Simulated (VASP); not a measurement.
```yaml
crystal:
  lattice:
    - [-1.59041, 1.59041, 5.38435]
    - [1.59041, -1.59041, 5.38435]
    - [1.59041, 1.59041, -5.38435]
  atoms:
    - { symbol: Ir, position: [0.75000, 0.75000, 0.00000] }
    - { symbol: Ir, position: [0.50000, 0.00000, 0.50000] }
    - { symbol: Se, position: [0.16600, 0.16600, 0.00000] }
    - { symbol: Se, position: [0.91600, 0.41600, 0.50000] }
```

Level of theory: PBE GGA, VASP's PBE PAW potentials (set 64) (plane waves; VASP). Numerical set-up: 300 eV cut-off, 7×7×7 Γ-centred mesh, Gaussian smearing of 0.10 eV, potentials Ir Se.

At this cut-off the stress carries a Pulay error, which pulls relaxed volumes low.

Question: Which forces act on the atoms, in eV/Å?

Answer: 
```csv
atom,Fx,Fy,Fz
Ir1,0.000,0.000,-0.511
Ir2,0.000,0.000,-0.511
Se3,0.000,0.000,0.511
Se4,0.000,0.000,0.511
```

Question: Give the stress tensor in GPa (positive for a compressed cell).

Answer: 
```
77.99   0.00   0.00
 0.00  77.99   0.00
 0.00   0.00  69.83
```
The pressure is its mean diagonal, 75.27 GPa.

The structure was generated: IrSe was put into an ordered model structure, which need not be its known phase. The cell was not relaxed at this level. The k-mesh is coarse (spacing up to 0.40 per Å, 2π included), so the numbers may not be converged in it.
